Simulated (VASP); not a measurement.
GaSb:

```
Ga Sb
1.0
     0.00000    3.05900    3.05900
     3.05900    0.00000    3.05900
     3.05900    3.05900    0.00000
Ga Sb
1 1
Direct
  0.00000 0.00000 0.00000
  0.25000 0.25000 0.25000
```

- Program: VASP 6.6.1
- Task: relaxation of cell and atoms
- Functional: LDA
- Potentials or basis: VASP PAW LDA potentials, release 64 (Ga_d, Sb)
- Cutoff: 600 eV
- k mesh: 10 × 10 × 10
- Occupations: gaussian, width 0.03 eV
- Spin: no spin polarisation

At the start: pressure -1.6 GPa; volume 28.62 Å³/atom.

Q: How do energy, volume and symmetry change on relaxing?

A: Over 3 steps the energy falls by 4.4 meV/atom and the volume is 27.75 Å³/atom (-3.0 %); space group F-43m (No. 216, to 0.05 Å).

The path:
```csv
step,energy change (eV),largest force (eV/Å),pressure (GPa),volume (Å³)
1,0.0000,0.0000,-1.59,57.25
2,-0.0078,0.0000,0.58,54.93
3,-0.0088,0.0000,-0.01,55.51
```

Final structure:
```yaml
crystal:
  lattice:
    - [0.00000, 3.02767, 3.02767]
    - [3.02767, 0.00000, 3.02767]
    - [3.02767, 3.02767, 0.00000]
  atoms:
    - { symbol: Ga, position: [0.00000, 0.00000, 0.00000] }
    - { symbol: Sb, position: [0.25000, 0.25000, 0.25000] }
```
